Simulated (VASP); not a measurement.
Given:

```
CELL_PARAMETERS angstrom
      0.00000     2.07762     2.07762
      2.07762     0.00000     2.07762
      2.07762     2.07762     0.00000
ATOMIC_POSITIONS crystal
  Al 0.00000 0.00000 0.00000
```

These are PBE GGA, VASP's PBE PAW potentials (set 64) (plane waves; VASP 6.6.1) values and carry that method's errors. Numerical set-up: PREC = Normal, 350 eV cut-off, 8×8×8 Γ-centred mesh, Fermi-Dirac smearing of 0.10 eV, potentials Al_GW.

Task: Give the stress tensor in GPa (positive for a compressed cell).

Result: 
```
-5.71   0.00   0.00
 0.00  -5.71   0.00
 0.00   0.00  -5.71
```
The pressure is its mean diagonal, -5.71 GPa.

The compound is Al in the fcc structure. This cell is one point of a volume scan, at 1.08 of the reference volume. The k-mesh is coarse (spacing up to 0.33 per Å, 2π included), so the numbers may not be converged in it.
